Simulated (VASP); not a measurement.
Here is a VASP 6.6.1 calculation.

INCAR

```
ALGO = Fast
EDIFF = 1E-7
ENCUT = 520
GGA = PE
ISIF = 2
ISMEAR = 0
LASPH = True
LCHARG = False
LREAL = False
LWAVE = False
NBANDS = 8
NELM = 60
PREC = Accurate
SIGMA = 0.1
```

The input KPOINTS:

```
k-points
0
Gamma
  18 18 18
```

The input POSCAR:

```
Al                                      
1.0
    0.0000000000      2.0838128120      2.0838128120
    2.0838128120      0.0000000000      2.0838128120
    2.0838128120      2.0838128120      0.0000000000
  Al            
     1
Direct
     0.0000000000000000    0.0000000000000000    0.0000000000000000
```

Potentials or basis: VASP PAW PBE potentials, release 64 (Al).

Command:

```bash
$ cat potpaw_PBE.64/Al/POTCAR > POTCAR
$ mpirun -np 1 vasp_std > vasp.out
```

Problem. Predict the pressure.

Solution. -5.9 GPa.

Problem. Estimate the band gap on the k mesh.

Solution. None (metal or under the smearing width).
